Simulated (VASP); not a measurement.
Level of theory: HSE06 screened hybrid, VASP's PBE PAW potentials (set 64) (plane waves; VASP 6.6.1).

The input files of a VASP run:

KPOINTS_OPT:
```
named points and PBE's band edges
6
Reciprocal
  0.000000   0.000000   0.000000 1 ! GAMMA
  0.500000   0.500000   0.500000 1 ! R
  0.500000   0.500000   0.000000 1 ! M
  0.000000   0.500000   0.000000 1 ! X
  0.035710   0.035710   0.000000 1 ! near an edge
  0.000000   0.035710   0.000000 1 ! near an edge
```

### INCAR
```
SYSTEM = HgZn3Se4
PREC = Accurate
ENCUT = 400
EDIFF = 1E-6
NELM = 60
ALGO = Normal
LREAL = .FALSE.
LASPH = .TRUE.
ISMEAR = 0
SIGMA = 0.05
GGA = PE
HFSCREEN = 0.2
AEXX = 0.25
LHFCALC = .TRUE.
PRECFOCK = Fast
ISYM = 3
LMAXMIX = 6
LWAVE = .FALSE.
LCHARG = .FALSE.
ISIF = 2
```

POSCAR:
```
HgZn3Se4
1
    5.8652151514     0.0000000000     0.0000000000
    0.0000000000     5.8652151514     0.0000000000
    0.0000000000     0.0000000000     5.8652151514
Zn Se Hg
3 4 1
Direct
  0.0000000000   0.0000000000   1.0000000000
  0.5000000000   0.5000000000   1.0000000000
  0.5000000000   1.0000000000   0.5000000000
  0.2628743878   0.2371256122   0.2371256122
  0.7371256122   0.7628743878   0.2371256122
  0.7371256122   0.2371256122   0.7628743878
  0.2628743878   0.7628743878   0.7628743878
  0.0000000000   0.5000000000   0.5000000000
```

**KPOINTS**
```
kpoints
0
Gamma
  4 4 4
0 0 0
```

POTCAR, in this order: Zn Se Hg (PBE.64 set). Program: vasp_std. Read from the step before: WAVECAR.

The resulting files:

### OSZICAR
```
       N       E                     dE             d eps       ncg     rms          rms(c)
DAV:   1    -0.275307367034E+02   -0.27531E+02   -0.31411E+00  1130   0.370E+01    0.420E+00
DAV:   2    -0.275244962956E+02    0.62404E-02   -0.98164E-01   962   0.118E+01    0.254E+00
DAV:   3    -0.275232647543E+02    0.12315E-02   -0.88044E-02   977   0.269E+00    0.153E+00
DAV:   4    -0.275218815618E+02    0.13832E-02   -0.83506E-03  1022   0.913E-01    0.865E-01
DAV:   5    -0.275213167971E+02    0.56476E-03   -0.12909E-03   984   0.216E-01    0.501E-01
DAV:   6    -0.275211688553E+02    0.14794E-03   -0.24530E-04   920   0.991E-02    0.288E-01
DAV:   7    -0.275211165591E+02    0.52296E-04   -0.33732E-05   910   0.300E-02    0.163E-01
DAV:   8    -0.275210977091E+02    0.18850E-04   -0.85895E-06   758   0.152E-02    0.911E-02
DAV:   9    -0.275210913159E+02    0.63932E-05   -0.36243E-06   750   0.100E-02    0.514E-02
DAV:  10    -0.275210893906E+02    0.19254E-05   -0.13097E-06   638   0.625E-03    0.295E-02
DAV:  11    -0.275210887470E+02    0.64354E-06   -0.49076E-07   509   0.389E-03
   1 F= -.27521089E+02 E0= -.27521089E+02  d E =-.370614E-13
       N       E                     dE             ncg
```

**OUTCAR**
```
------------------------ aborting loop because EDIFF is reached ----------------------------------------
  FORCE on cell =-STRESS in cart. coord.  units (eV):
  Direction    XX          YY          ZZ          XY          YZ          ZX
  --------------------------------------------------------------------------------------
  Total       -1.9641715     -1.9641715     -1.9641715      0.0000000      0.0000000     -0.0000000
  in kB      -15.5968951    -15.5968951    -15.5968951      0.0000000      0.0000000     -0.0000000
  external PRESSURE =     -15.5968951 kB  Pullay stress =       0.0000000 kB
  volume of cell :      201.77
      direct lattice vectors                 reciprocal lattice vectors
     5.865215151  0.000000000  0.000000000     0.170496729  0.000000000  0.000000000
     0.000000000  5.865215151  0.000000000     0.000000000  0.170496729  0.000000000
     0.000000000  0.000000000  5.865215151     0.000000000  0.000000000  0.170496729
 POSITION                                       TOTAL-FORCE (eV/Angst)
 -----------------------------------------------------------------------------------
      0.00000      0.00000      0.00000        -0.000000      0.000000     -0.000000
      2.93261      2.93261      0.00000        -0.000000      0.000000     -0.000000
      2.93261      0.00000      2.93261         0.000000      0.000000     -0.000000
      1.54181      1.39079      1.39079        -0.056635      0.056635      0.056635
      4.32340      4.47442      1.39079         0.056635     -0.056635      0.056635
      4.32340      1.39079      4.47442         0.056635      0.056635     -0.056635
      1.54181      4.47442      4.47442        -0.056635     -0.056635     -0.056635
      0.00000      2.93261      2.93261         0.000000      0.000000     -0.000000
 -----------------------------------------------------------------------------------
    total drift:                                0.000023     -0.000005      0.000023
  FREE ENERGIE OF THE ION-ELECTRON SYSTEM (eV)
  ---------------------------------------------------
  free  energy   TOTEN  =       -27.5210887470 eV

  energy  without entropy=      -27.5210887470  energy(sigma->0) =      -27.52108875

  exchange ACFDT corr.  =         0.00000000  see jH, gK, PRB 81, 115126
```
(Selected blocks of OUTCAR.)

The structure was generated: HgZn3Se4 was put into an ordered model structure (P-43m), which need not be its known phase. It was relaxed first.
